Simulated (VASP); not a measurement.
Here is the system:

```
CELL_PARAMETERS angstrom
      0.00000     3.50758     3.50758
      3.50758     0.00000     3.50758
      3.50758     3.50758     0.00000
ATOMIC_POSITIONS crystal
  K  0.00000 0.00000 0.00000
  I  0.50000 0.50000 0.50000
```

Level of theory: PBEsol GGA, VASP's PBE PAW potentials (set 64) (plane waves; VASP 6.6.1). Numerical set-up: 400 eV cut-off, 6×6×6 Γ-centred mesh, Gaussian smearing of 0.050 eV, potentials K_sv I.

Unless said otherwise, spin-orbit coupling is left out, though it shifts the bands of the heavy elements here.

Question: What does the run give for the energy per atom (σ→0), band gap (on the k-mesh) with the smallest direct gap where there is one?

Answer: 
The band gap (on the k-mesh) is 3.86 eV and the smallest direct gap (on the k-mesh) is 3.86 eV. The energy per atom (σ→0) is -2.908 eV/atom.

Only differences to runs with the same potentials and settings are physical.

The structure was generated: KI was put into the rock salt type (Fm-3m), which need not be its known phase. It was relaxed first, which changed the volume by -14 %. The start is the result of an earlier pass.
